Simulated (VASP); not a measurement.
Output of a VASP run:

OSZICAR:
```
       N       E                     dE             d eps       ncg     rms          rms(c)
DAV:   1     0.130538386020E+03    0.13054E+03   -0.85818E+03   840   0.136E+03
DAV:   2    -0.752311919304E+01   -0.13806E+03   -0.13047E+03  1012   0.338E+02
DAV:   3    -0.136242528451E+02   -0.61011E+01   -0.60513E+01  1108   0.742E+01
DAV:   4    -0.138311016854E+02   -0.20685E+00   -0.20672E+00  1152   0.119E+01
DAV:   5    -0.138345736340E+02   -0.34719E-02   -0.34718E-02  1104   0.151E+00    0.859E+00
DAV:   6    -0.121530955117E+02    0.16815E+01   -0.85240E+00   976   0.275E+01    0.355E+00
DAV:   7    -0.121324425164E+02    0.20653E-01   -0.68287E-01  1156   0.819E+00    0.176E+00
DAV:   8    -0.121468233629E+02   -0.14381E-01   -0.89381E-02   900   0.343E+00    0.469E-01
DAV:   9    -0.121450443326E+02    0.17790E-02   -0.29913E-02  1044   0.149E+00    0.139E-01
DAV:  10    -0.121457317600E+02   -0.68743E-03   -0.25446E-03   924   0.514E-01    0.260E-02
DAV:  11    -0.121458274272E+02   -0.95667E-04   -0.42004E-04  1136   0.173E-01    0.302E-02
DAV:  12    -0.121458138083E+02    0.13619E-04   -0.66774E-05   976   0.923E-02    0.503E-03
DAV:  13    -0.121458135343E+02    0.27403E-06   -0.40963E-06  1076   0.224E-02    0.112E-03
DAV:  14    -0.121458134727E+02    0.61568E-07   -0.35910E-07   944   0.627E-03
   1 F= -.12145813E+02 E0= -.12145813E+02  d E =-.183135E-22
```

**OUTCAR**
```
------------------------ aborting loop because EDIFF is reached ----------------------------------------
  FORCE on cell =-STRESS in cart. coord.  units (eV):
  Direction    XX          YY          ZZ          XY          YZ          ZX
  --------------------------------------------------------------------------------------
  Total        1.1856732      1.1856732      1.1856732      0.0000000     -0.0000000      0.0000000
  in kB       69.4899540     69.4899540     69.4899540      0.0000000     -0.0000000      0.0000000
  external PRESSURE =      69.4899540 kB  Pullay stress =       0.0000000 kB
  volume of cell :       27.34
      direct lattice vectors                 reciprocal lattice vectors
     0.000000000  2.390972156  2.390972156    -0.209119959  0.209119959  0.209119959
     2.390972156  0.000000000  2.390972156     0.209119959 -0.209119959  0.209119959
     2.390972156  2.390972156  0.000000000     0.209119959  0.209119959 -0.209119959
  FREE ENERGIE OF THE ION-ELECTRON SYSTEM (eV)
  ---------------------------------------------------
  free  energy   TOTEN  =       -12.1458134727 eV

  energy  without entropy=      -12.1458134727  energy(sigma->0) =      -12.14581347
```
(Selected blocks of OUTCAR.)

**POSCAR**
```
CaO
1
    0.0000000000     2.3909721556     2.3909721556
    2.3909721556     0.0000000000     2.3909721556
    2.3909721556     2.3909721556     0.0000000000
Ca O
1 1
Direct
  0.0000000000   0.0000000000   0.0000000000
  0.5000000000   0.5000000000   0.5000000000
```

Task: Write an INCAR and KPOINTS that could have produced this output.

Result: One answer among several that fit: the input of the run itself, revPBE GGA, plane waves, VASP's PBE PAW potentials (set 64).

**INCAR**
```
! general
SYSTEM = CaO
PREC   = Accurate
ENCUT  = 520
LREAL  = .False.
LASPH  = .True.

! electronic loop
EDIFF  = 1E-7
NELM   = 100
ALGO   = Normal

! smearing
ISMEAR = 0
SIGMA  = 0.05

! functional
GGA    = RE

! ions
ISIF   = 2

! output
LWAVE  = .False.
LCHARG = .False.
```

### KPOINTS
```
Automatic mesh
0
Gamma
9 9 9
0 0 0
```

POTCAR, in this order: Ca_sv O (PBE.64 set). Program: vasp_std.

The compound is CaO in the rock salt structure. This cell is one point of a volume scan, at 0.94 of the reference volume.
